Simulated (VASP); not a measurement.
Input:

```
CELL_PARAMETERS angstrom
      0.00000     1.88990     1.88990
      1.88990     0.00000     1.88990
      1.88990     1.88990     0.00000
ATOMIC_POSITIONS crystal
  Rh 0.00000 0.00000 0.00000
```

The numbers are results of PBEsol GGA, VASP's PBE PAW potentials (set 64) (plane waves; VASP), not measurements. Settings: PREC = Normal, EDIFF = 1E-5, 400 eV cut-off, 18×18×18 Γ-centred mesh, first-order Methfessel-Paxton smearing of 0.10 eV, potentials Rh_pv.

Problem. What does the run give for the energy per atom (σ→0), pressure, band gap (on the k-mesh) with the smallest direct gap where there is one?

Solution. 
- band gap (on the k-mesh): none (metal, semimetal or under 0.01 eV)
- energy per atom (σ→0): -8.137 eV/atom
- pressure: -1.55 GPa

Total energies compare only between runs with the same potentials, cut-off and functional.

The compound is Rh in the fcc structure. It was relaxed first.
